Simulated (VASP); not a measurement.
These are PBE GGA, VASP's PBE PAW potentials (set 64) (plane waves; VASP) values and carry that method's errors.

VASP ran on this input.

INCAR:
```
LCHARG=.FALSE.
SIGMA=0.05   ! width (eV)
ENCUT=400   ! plane-wave cut-off (eV)
NSW=20   ! most ionic steps
ISMEAR=0   ! Gaussian
EDIFF=1E-5
NELMIN=4
LWAVE=.FALSE.
ISIF=2
LMAXMIX=4   ! l cut-off of mixed one-centre charges
LASPH=.TRUE.   ! aspherical one-centre terms
IBRION=2
SYSTEM=SrCl2
GGA=PE   ! PBE
EDIFFG=-0.03   ! ionic stop
NELM=100   ! most electronic steps
PREC=Normal
ALGO=Fast   ! Davidson, then RMM-DIIS
LREAL=.FALSE.   ! projection in real space or not
```

File POSCAR:
```
SrCl2
1
    0.0000000000     3.5191545536     3.5191545536
    3.5191545536     0.0000000000     3.5191545536
    3.5191545536     3.5191545536     0.0000000000
Sr Cl
1 2
Direct
  0.0000000000   0.0000000000   0.0000000000
  0.2500000000   0.2500000000   0.2500000000
  0.7500000000   0.7500000000   0.7500000000
```

**KPOINTS**
```
K-points
0
Gamma
7 7 7
0 0 0
```

POTCAR, in this order: Sr_sv Cl (PBE.64 set). Program: vasp_std.

Problem. Estimate the energy per atom (σ→0).

Solution. 
```
Property                        Value
---------------------  --------------
energy per atom (σ→0)  -4.263 eV/atom
```

File OSZICAR:
```
...
RMM:   9    -0.127872571691E+02   -0.11677E-02   -0.15779E-02   768   0.563E-01    0.322E-01
RMM:  10    -0.127882002133E+02   -0.94304E-03   -0.44539E-03   754   0.346E-01    0.221E-01
RMM:  11    -0.127885790946E+02   -0.37888E-03   -0.24308E-03   789   0.221E-01    0.167E-01
RMM:  12    -0.127886684040E+02   -0.89309E-04   -0.76110E-04   708   0.965E-02    0.106E-01
RMM:  13    -0.127887131314E+02   -0.44727E-04   -0.36012E-04   727   0.785E-02    0.275E-02
RMM:  14    -0.127887317749E+02   -0.18644E-04   -0.15722E-04   533   0.476E-02    0.729E-03
RMM:  15    -0.127887407938E+02   -0.90189E-05   -0.87139E-05   464   0.284E-02
   1 F= -.12788741E+02 E0= -.12788741E+02  d E =-.127887E+02
```

The compound is SrCl2 in the fluorite structure. It was relaxed first.
